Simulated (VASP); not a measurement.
Here is the system:

```yaml
crystal:
  lattice:
    - [0.00000, 3.11587, 3.11587]
    - [3.11587, 0.00000, 3.11587]
    - [3.11587, 3.11587, 0.00000]
  atoms:
    - { symbol: Sn, position: [0.00000, 0.00000, 0.00000] }
    - { symbol: Te, position: [0.50000, 0.50000, 0.50000] }
```

The numbers are results of LDA (Ceperley-Alder, Perdew-Zunger), VASP's LDA PAW potentials (set 64) (plane waves; VASP), not measurements. Run with 400 eV cut-off, 7×7×7 Γ-centred mesh, Gaussian smearing of 0.050 eV, potentials Sn_d Te.

**Question.** Estimate the energy per atom (σ→0).

**Answer.** 
| Property | Value |
|---|---|
| energy per atom (σ→0) | -4419 meV/atom |

Total energies compare only between runs with the same potentials, cut-off and functional.

The structure comes from a computed database's SnTe entry (Fm-3m); how it stands against other phases isn't given here. It was relaxed first, which changed the volume by -6 %. The start is the result of an earlier pass.
